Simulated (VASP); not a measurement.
```xyz
3
Lattice="0.0000 3.0048 3.0048 3.0048 0.0000 3.0048 3.0048 3.0048 0.0000" Properties=species:S:1:pos:R:3 pbc="T T T"
Re     0.0000     0.0000     0.0000
Se     1.5024     1.5024     1.5024
Se     4.5073     4.5073     4.5073
```

Method: PBEsol GGA with spin-orbit coupling, VASP's PBE PAW potentials (set 64) (plane waves; VASP). Numerical set-up: 400 eV cut-off, 8×8×8 Γ-centred mesh, Gaussian smearing of 0.050 eV, potentials Re Se.

Problem. What does the run give for the energy per atom (σ→0), band gap (over mesh and band path) with the smallest direct gap where there is one?

Solution. 
The band gap (over mesh and band path) is none (metal, semimetal or under 0.01 eV). The energy per atom (σ→0) comes out as -7029 meV/atom.

Only differences to runs with the same potentials and settings are physical.

The structure was generated: ReSe2 was put into the fluorite type (Fm-3m), which need not be its known phase. It was relaxed first, which changed the volume by -15 %.
